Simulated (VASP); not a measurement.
## TaN: how cutoff and mesh change the relaxed cell

Aim: test the relaxed volume of TaN against cutoff and mesh. The starting structure is a computed structure from the Materials Project. The first relaxation on each setting starts from this cell expanded by 3 % in volume.

Main program and level: VASP 6.6.1; Kohn-Sham DFT with plane waves and PAW; PBEsol.

### 1. Set-up

The structure is cubic, space group Fm-3m (No. 225). The conventional cell has a = 4.423 Å, b = 4.423 Å, c = 4.423 Å, α = 90.00°, β = 90.00°, γ = 90.00°. Ta has 6 N at 2.21 Å nearest. Nearest to N lie 6 Ta at 2.21 Å. Farther neighbours and most contacts between anions are not listed.

As a file:

```
Ta N
1.0
     0.00000    2.21132    2.21132
     2.21132    0.00000    2.21132
     2.21132    2.21132    0.00000
Ta N
1 1
Direct
  0.50000 0.50000 0.50000
  0.00000 0.00000 0.00000
```

### 2. Reference relaxation

This run starts from the cell of an earlier relaxation, which isn't shown; the restart sets up the plane waves anew.

INCAR

```
SYSTEM = TaN
PREC = Accurate
ENCUT = 520
EDIFF = 1E-06
NELM = 100
ISMEAR = 1
SIGMA = 0.15
LREAL = .FALSE.
ALGO = Normal
GGA = PS
NBANDS = 14
LASPH = .TRUE.
LORBIT = 11
LWAVE = .FALSE.
LCHARG = .FALSE.
KPAR = 8
IBRION = 2
NSW = 50
ISIF = 3
EDIFFG = -0.006
```

POSCAR

```
TaN
1.0
    0.0000000000      2.1897569517      2.1897569517
    2.1897569517      0.0000000000      2.1897569517
    2.1897569517      2.1897569517      0.0000000000
Ta N
1 1
Direct
    0.5000000000      0.5000000000      0.5000000000
    0.0000000000      0.0000000000      0.0000000000
```

KPOINTS

```
Automatic mesh
0
Gamma
18 18 18
0 0 0
```

The projector-augmented-wave data sets are Ta_pv and N (PBE family, release 64).

Run with:

```
> mpirun -np 8 vasp_std
```

What it wrote:

```text
[banner, memory and clock lines left out]
running    8 mpi-ranks, on    1 nodes
 distrk:  each k-point on    1 cores,    8 groups
 distr:  one band on    1 cores,    1 groups

 POSCAR found type information on POSCAR TaN
 POSCAR found :  2 types and       2 ions
|                                                                             |
|           W    W    AA    RRRRR   N    N  II  N    N   GGGG   !!!           |
|           W    W   A  A   R    R  NN   N  II  NN   N  G    G  !!!           |
|           W    W  A    A  R    R  N N  N  II  N N  N  G       !!!           |
|           W WW W  AAAAAA  RRRRR   N  N N  II  N  N N  G  GGG   !            |
|           WW  WW  A    A  R   R   N   NN  II  N   NN  G    G                |
|           W    W  A    A  R    R  N    N  II  N    N   GGGG   !!!           |
|                                                                             |
|     For optimal performance we recommend to set                             |
|       NCORE = 2 up to number-of-cores-per-socket                            |
|     NCORE specifies how many cores store one orbital (NPAR=cpu/NCORE).      |
|     This setting can greatly improve the performance of VASP for DFT.       |
|     The default, NCORE=1 might be grossly inefficient on modern             |
|     multi-core architectures or massively parallel machines. Do your        |
|     Unfortunately you need to use the default for GW and RPA                |
|     calculations (for HF NCORE is supported but not extensively tested      |
|     yet).                                                                   |
|                                                                             |

|                                                                             |
|               ----> ADVICE to this user running VASP <----                  |
|                                                                             |
|     You enforced a specific xc type in the INCAR file but a different       |
|     [... a line on the potential file left out ...]
|     I HOPE YOU KNOW WHAT YOU ARE DOING!                                     |
|                                                                             |

 LDA part: xc-table for (Slater+PW92), standard interpolation
 POSCAR, INCAR and KPOINTS ok, starting setup
 FFT: planning ... GRIDC
 FFT: planning ... GRID_SOFT
 FFT: planning ... GRID
 WAVECAR not read
 entering main loop
       N       E                     dE             d eps       ncg     rms          rms(c)
DAV:   1     0.893030193260E+02    0.89303E+02   -0.88912E+03  5468   0.121E+03
DAV:   2    -0.230236130232E+02   -0.11233E+03   -0.10556E+03  6714   0.317E+02
DAV:   3    -0.259863897734E+02   -0.29628E+01   -0.29310E+01  6272   0.480E+01
DAV:   4    -0.260012857171E+02   -0.14896E-01   -0.14886E-01  6372   0.354E+00
DAV:   5    -0.260013782578E+02   -0.92541E-04   -0.92541E-04  6174   0.256E-01    0.250E+01
DAV:   6    -0.233394278172E+02    0.26620E+01   -0.57284E+00  6192   0.269E+01    0.106E+01
DAV:   7    -0.232513949085E+02    0.88033E-01   -0.35836E-01  6846   0.571E+00    0.716E+00
DAV:   8    -0.232168971574E+02    0.34498E-01   -0.13111E-01  6480   0.330E+00    0.141E+00
DAV:   9    -0.232128497444E+02    0.40474E-02   -0.12296E-02  6048   0.964E-01    0.364E-01
DAV:  10    -0.232127007452E+02    0.14900E-03   -0.50438E-04  7452   0.280E-01    0.105E-01
DAV:  11    -0.232126706901E+02    0.30055E-04   -0.58794E-05  6158   0.787E-02    0.182E-02
DAV:  12    -0.232126705760E+02    0.11406E-06   -0.33331E-06  7044   0.178E-02
   1 F= -.23212671E+02 E0= -.23212451E+02  d E =-.232127E+02
 curvature:   0.00 expect dE= 0.000E+00 dE for cont linesearch  0.000E+00
 trial: gam= 0.00000 g(F)=  0.477E-60 g(S)=  0.749E-07 ort = 0.000E+00 (trialstep = 0.100E+01)
 search vector abs. value=  0.750E-07
 reached required accuracy - stopping structural energy minimisation
```

It took 9.2 s on 8 MPI ranks of Intel Xeon Platinum 8488C (Sapphire Rapids), shared host; peak memory 1.5 GiB.

The logs omit lines about the potential files and the build; timing stands in the text.

Parts of OUTCAR (step 2):

```text
ion  position               nearest neighbor table
   1  0.500  0.500  0.500-   2 2.19   2 2.19   2 2.19   2 2.19   2 2.19   2 2.19
   2  0.000  0.000  0.000-   1 2.19   1 2.19   1 2.19   1 2.19   1 2.19   1 2.19

  LATTYP: Found a face centered cubic cell.
 ALAT       =     4.3795139034

 Subroutine GETGRP returns: Found 48 space group operations
 (whereof 48 operations were pure point group operations)

The static configuration has the point symmetry O_h .

 Found    195 irreducible k-points:

   k-points           NKPTS =    195   k-points in BZ     NKDIM =    195   number of bands    NBANDS=     14

   dimension x,y,z NGX =    24 NGY =   24 NGZ =   24
   dimension x,y,z NGXF=    48 NGYF=   48 NGZF=   48

   ENCUT  =  520.0 eV  38.22 Ry    6.18 a.u.   5.76  5.76  5.76*2*pi/ulx,y,z

   NELECT =      16.0000    total number of electrons

 k-points in reciprocal lattice and weights: Automatic mesh
   0.00000000  0.00000000  0.00000000       0.000
   0.05555556  0.00000000  0.00000000       0.001
   0.11111111  0.00000000  0.00000000       0.001
   0.16666667  0.00000000  0.00000000       0.001
   0.22222222  0.00000000  0.00000000       0.001
   0.27777778  0.00000000  0.00000000       0.001
   0.33333333  0.00000000  0.00000000       0.001
   0.38888889  0.00000000  0.00000000       0.001
   0.44444444  0.00000000  0.00000000       0.001
[...]
-0.27777778  0.44444444  0.22222222       0.004
  -0.27777778  0.50000000  0.22222222       0.002

 average (electrostatic) potential at core
       1 -34.4373       2 -61.2276

 E-fermi :   9.5308

 k-point     1 :       0.0000    0.0000    0.0000
  band No.  band energies     occupation
    ...
      8       7.3542      2.00000
      9       7.3542      2.00000
     10       7.3542      2.00000
     11       9.5468      0.82121
     12       9.5468      0.82120
     13      11.1696     -0.00000
     14      18.8992      0.00000

 k-point     2 :       0.0556    0.0000    0.0000
  band No.  band energies     occupation
    ...
      6       5.4016      2.00000
      7       5.4016      2.00000
      8       7.4858      2.00000
      9       7.4858      2.00000
     10       7.5535      2.00000
     11       9.8719     -0.00600
     12       9.8719     -0.00600
     13      11.4014     -0.00000
     14      19.1382      0.00000

 k-point     3 :       0.1111    0.0000    0.0000
  band No.  band energies     occupation
    ...
      6       4.7804      2.00000
      7       4.7804      2.00000
      8       7.7944      2.00000
      9       7.7944      2.00000
     10       7.8662      2.00000
     11      10.6844     -0.00000
     12      10.6844     -0.00000
     13      12.0117     -0.00000
     14      19.8126      0.00000

  Total       -0.0010173     -0.0010173     -0.0010173      0.0000000      0.0000000     -0.0000000
  in kB       -0.0776170     -0.0776170     -0.0776170      0.0000000      0.0000000     -0.0000000
  external PRESSURE =      -0.0776170 kB  Pullay stress =       0.0000000 kB

  energy-cutoff  :      520.00
  volume of cell :       21.00
      direct lattice vectors                 reciprocal lattice vectors
     0.000000000  2.189756952  2.189756952    -0.228335843  0.228335843  0.228335843
     2.189756952  0.000000000  2.189756952     0.228335843 -0.228335843  0.228335843
     2.189756952  2.189756952  0.000000000     0.228335843  0.228335843 -0.228335843

 POSITION                                       TOTAL-FORCE (eV/Angst)
 -----------------------------------------------------------------------------------
      2.18976      2.18976      2.18976         0.000000      0.000000     -0.000000
      0.00000      0.00000      0.00000        -0.000000     -0.000000      0.000000
 -----------------------------------------------------------------------------------
    total drift:                                0.000000     -0.000000     -0.000000

  FREE ENERGIE OF THE ION-ELECTRON SYSTEM (eV)
  ---------------------------------------------------
  free  energy   TOTEN  =       -23.2126705760 eV

  energy  without entropy=      -23.2120106475  energy(sigma->0) =      -23.21245060

 reached required accuracy - stopping structural energy minimisation

 total charge
# of ion       s       p       d       tot
------------------------------------------
    1        0.277   6.230   2.476   8.983
    2        1.222   2.536   0.000   3.759
--------------------------------------------------
tot          1.499   8.767   2.476  12.741

[... 3 further parts left out ...]
```

The PAW data sets were made with PBE, which is usual practice but a small mismatch for other functionals. The run keeps the 48 symmetry operations of its start, so it cannot find a distortion of lower symmetry.

The reference relaxation ends at 10.500 Å³ an atom. Pressures at 0.985 and 1.015 times this volume, from two more relaxations that aren't shown, give a bulk modulus of 358.2 GPa.

### 3. Relaxation with a cutoff of 400 eV

Against step 2 the input has ENCUT = 400. This run starts from the cell of an earlier relaxation, which isn't shown; the restart sets up the plane waves anew.

Edit INCAR of step 2 so:

```diff
@@ -2,3 +2,3 @@
 PREC = Accurate
-ENCUT = 520
+ENCUT = 400
 EDIFF = 1E-06
```

POSCAR

```
TaN
1.0
    0.0000000000      2.1852810879      2.1852810879
    2.1852810879      0.0000000000      2.1852810879
    2.1852810879      2.1852810879      0.0000000000
Ta N
1 1
Direct
    0.5000000000      0.5000000000      0.5000000000
    0.0000000000      0.0000000000      0.0000000000
```

KPOINTS is that of step 2.

Run with:

```
> mpirun -np 8 vasp_std
```

What it wrote:

```text
[banner, memory and clock lines left out]
running    8 mpi-ranks, on    1 nodes
[...]
[... a notice as in an earlier step ...]

 [... a notice as in an earlier step ...]

 LDA part: xc-table for (Slater+PW92), standard interpolation
 POSCAR, INCAR and KPOINTS ok, starting setup
[...]
entering main loop
       N       E                     dE             d eps       ncg     rms          rms(c)
DAV:   1     0.747639469223E+02    0.74764E+02   -0.76531E+03  5476   0.995E+02
DAV:   2    -0.235877817596E+02   -0.98352E+02   -0.92895E+02  6726   0.276E+02
DAV:   3    -0.259644273406E+02   -0.23766E+01   -0.23577E+01  6174   0.407E+01
DAV:   4    -0.259753707554E+02   -0.10943E-01   -0.10941E-01  6408   0.291E+00
[...]
DAV:  10    -0.232115692725E+02    0.15981E-03   -0.44388E-04  7368   0.253E-01    0.922E-02
DAV:  11    -0.232115456589E+02    0.23614E-04   -0.48143E-05  6144   0.710E-02    0.161E-02
DAV:  12    -0.232115452300E+02    0.42890E-06   -0.27232E-06  6852   0.156E-02
[...]
DAV:   4    -0.232098206187E+02   -0.13889E-04   -0.47556E-05  6234   0.722E-02    0.465E-02
DAV:   5    -0.232098304274E+02   -0.98087E-05   -0.13215E-05  7548   0.351E-02    0.646E-03
DAV:   6    -0.232098309443E+02   -0.51694E-06   -0.43540E-07  3804   0.692E-03
   2 F= -.23209831E+02 E0= -.23209616E+02  d E =0.171429E-02
 trial-energy change:    0.001714  1 .order    0.001732   -0.002035    0.005499
 step:   0.2729(harm=  0.2701)  dis= 0.00000  next Energy=   -23.211823 (dE=-0.278E-03)
[...]
N       E                     dE             d eps       ncg     rms          rms(c)
DAV:   1    -0.232170744733E+02   -0.72440E-02   -0.17047E-01  5784   0.486E+00    0.843E-01
DAV:   2    -0.232129265146E+02    0.41480E-02   -0.48362E-03  6630   0.715E-01    0.347E-01
DAV:   3    -0.232118198716E+02    0.11066E-02   -0.29600E-03  6774   0.571E-01    0.596E-02
DAV:   4    -0.232118240343E+02   -0.41626E-05   -0.24905E-05  6270   0.519E-02    0.327E-02
DAV:   5    -0.232118250370E+02   -0.10027E-05   -0.68523E-06  7578   0.251E-02    0.501E-03
DAV:   6    -0.232118249060E+02    0.13105E-06   -0.23376E-07  3392   0.502E-03
   3 F= -.23211825E+02 E0= -.23211609E+02  d E =-.279676E-03
[...]
reached required accuracy - stopping structural energy minimisation
```

Run time: 17 s. Hardware: 8 MPI ranks; peak memory 1.2 GiB.

From OUTCAR (step 3):

```text
  Total        0.0006331      0.0006331      0.0006331     -0.0000000     -0.0000000     -0.0000000
  in kB        0.0487642      0.0487642      0.0487642     -0.0000000     -0.0000000     -0.0000000
  external PRESSURE =       0.0487642 kB  Pullay stress =       0.0000000 kB

 POSITION                                       TOTAL-FORCE (eV/Angst)
 -----------------------------------------------------------------------------------
      2.18287      2.18287      2.18287         0.000000      0.000000     -0.000000
      0.00000     -0.00000      0.00000        -0.000000     -0.000000      0.000000
 -----------------------------------------------------------------------------------
    total drift:                                0.000000      0.000000      0.000000

  FREE ENERGIE OF THE ION-ELECTRON SYSTEM (eV)
  ---------------------------------------------------
  free  energy   TOTEN  =       -23.2118249060 eV

  energy  without entropy=      -23.2111777647  energy(sigma->0) =      -23.21160919

[... 2 parts as in an earlier step ...]

[... 2 further parts left out ...]
[key lines of the parts left out:]
E-fermi :   9.6443
```

With a cutoff of 400 eV the cell ends at 10.401 Å³ an atom, -0.94 % from the reference; the bulk modulus is 368.5 GPa against 358.2 GPa.

### 4. Relaxation with a 10×10×10 mesh

Against step 2 the input has a 10×10×10 mesh. This run starts from the cell of an earlier relaxation, which isn't shown; the restart sets up the plane waves anew.

Edit INCAR of step 3 so:

```diff
@@ -2,3 +2,3 @@
 PREC = Accurate
-ENCUT = 400
+ENCUT = 520
 EDIFF = 1E-06
```

POSCAR

```
TaN
1.0
    0.0000000000      2.1895938655      2.1895938655
    2.1895938655      0.0000000000      2.1895938655
    2.1895938655      2.1895938655      0.0000000000
Ta N
1 1
Direct
    0.5000000000      0.5000000000      0.5000000000
    0.0000000000      0.0000000000      0.0000000000
```

KPOINTS

```
Automatic mesh
0
Gamma
10 10 10
0 0 0
```

Run with:

```
> mpirun -np 8 vasp_std
```

What it wrote:

```text
[... set-up lines as in an earlier step ...]
 entering main loop
       N       E                     dE             d eps       ncg     rms          rms(c)
DAV:   1     0.870175508106E+02    0.87018E+02   -0.87922E+03  1316   0.121E+03
DAV:   2    -0.231171961980E+02   -0.11013E+03   -0.10430E+03  1598   0.311E+02
DAV:   3    -0.259973130824E+02   -0.28801E+01   -0.28355E+01  1492   0.469E+01
DAV:   4    -0.260120704510E+02   -0.14757E-01   -0.14753E-01  1520   0.345E+00
[...]
DAV:  10    -0.232243919151E+02    0.15074E-03   -0.44004E-04  1736   0.260E-01    0.108E-01
DAV:  11    -0.232243647251E+02    0.27190E-04   -0.53559E-05  1490   0.726E-02    0.165E-02
DAV:  12    -0.232243647615E+02   -0.36401E-07   -0.28713E-06  1646   0.164E-02
   1 F= -.23224365E+02 E0= -.23224306E+02  d E =-.232244E+02
[...]
reached required accuracy - stopping structural energy minimisation
```

Wall time 5.2 s (8 MPI ranks); peak memory 1.1 GiB.

Parts of OUTCAR (step 4):

```text
  Total       -0.0006041     -0.0006041     -0.0006041     -0.0000000     -0.0000000     -0.0000000
  in kB       -0.0461028     -0.0461028     -0.0461028     -0.0000000     -0.0000000     -0.0000000
  external PRESSURE =      -0.0461028 kB  Pullay stress =       0.0000000 kB

 POSITION                                       TOTAL-FORCE (eV/Angst)
 -----------------------------------------------------------------------------------
      2.18959      2.18959      2.18959        -0.000000     -0.000000      0.000000
      0.00000      0.00000      0.00000         0.000000      0.000000      0.000000
 -----------------------------------------------------------------------------------
    total drift:                                0.000000     -0.000000     -0.000000

  FREE ENERGIE OF THE ION-ELECTRON SYSTEM (eV)
  ---------------------------------------------------
  free  energy   TOTEN  =       -23.2243647615 eV

  energy  without entropy=      -23.2241871648  energy(sigma->0) =      -23.22430556

[... 1 part as in an earlier step ...]

[... 3 further parts left out ...]
[key lines of the parts left out:]
E-fermi :   9.5440
```

With a 10×10×10 mesh the cell ends at 10.498 Å³ an atom, -0.02 % from the reference; the bulk modulus is 358.4 GPa against 358.2 GPa.

(Continued in part 2 of 2.)

[Lines on the potential files, build, host, timing and source positions are cut from VASP's logs without a mark.]

[Logs are printed without paths, hosts, clocks, repeated set-up lines and the standing remarks that a program may print on its own settings, such as how far it seeks lower states.]

[Hosts, paths, dates, database ids (printed as entryN), source tags and the programs' standing remarks are cut or masked in the printed files.]
